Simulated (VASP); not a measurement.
An input for Quantum ESPRESSO's pw.x (written as the equivalent of a VASP run, and not itself run):

```
&CONTROL
  calculation = 'vc-relax'
  pseudo_dir = './pseudo'
  outdir = './out'
  tprnfor = .true.
  tstress = .true.
  nstep = 30
  forc_conv_thr = 0.00039
/
&SYSTEM
  ibrav = 0
  nat = 2
  ntyp = 1
  ecutwfc = 58
  occupations = 'smearing'
  smearing = 'methfessel-paxton'
  degauss = 0.00735
  input_dft = 'pz'
/
&ELECTRONS
  conv_thr = 7.3e-09
  electron_maxstep = 100
/
&IONS
/
&CELL
  cell_dofree = 'shape'
/
ATOMIC_SPECIES
  Hf 178.490 Hf.upf
CELL_PARAMETERS angstrom
     1.5769776   -2.7314053    0.0000000
     1.5769776    2.7314053    0.0000000
     0.0000000    0.0000000    4.9869332
ATOMIC_POSITIONS crystal
  Hf   0.3333330  0.6666670  0.2500000
  Hf   0.6666670  0.3333330  0.7500000
K_POINTS automatic
  13 13 8 0 0 0
```

**Question.** Write the VASP files for the same calculation (LDA).

**Answer.** One answer among several that fit: 
KPOINTS:
```
Automatic mesh
0
Gamma
13 13 8
0 0 0
```

**POSCAR**
```
Hf
1.0
  1.5769776340  -2.7314053485   0.0000000000
  1.5769776340   2.7314053485   0.0000000000
  0.0000000000   0.0000000000   4.9869332242
Hf
2
direct
  0.3333330000   0.6666670000   0.2500000000
  0.6666670000   0.3333330000   0.7500000000
```

INCAR:
```
SYSTEM = Hf
PREC = Accurate
ENCUT = 520
EDIFF = 1E-7
NELM = 100
ALGO = Normal
LREAL = .FALSE.
LASPH = .TRUE.
ISMEAR = 1
SIGMA = 0.1
LMAXMIX = 6
LWAVE = .FALSE.
LCHARG = .FALSE.
ISIF = 4
IBRION = 2
NSW = 30
EDIFFG = -0.01
```

POTCAR, in this order: Hf_pv (LDA.64 set). Program: vasp_std.

Limits of the translation: the potentials are each code's own (VASP's PAW set, PseudoDojo norm-conserving files in pw.x), so ENCUT and ecutwfc are chosen apart and not converted; conv_thr bounds pw.x's estimated SCF error, while EDIFF bounds the energy change between steps; forc_conv_thr acts on force components and is met together with etot_conv_thr.

The compound is Hf in the hcp structure. This cell is one point of a volume scan, at 1.03 of the reference volume. Symmetry was kept, so distortions that lower it aren't found.
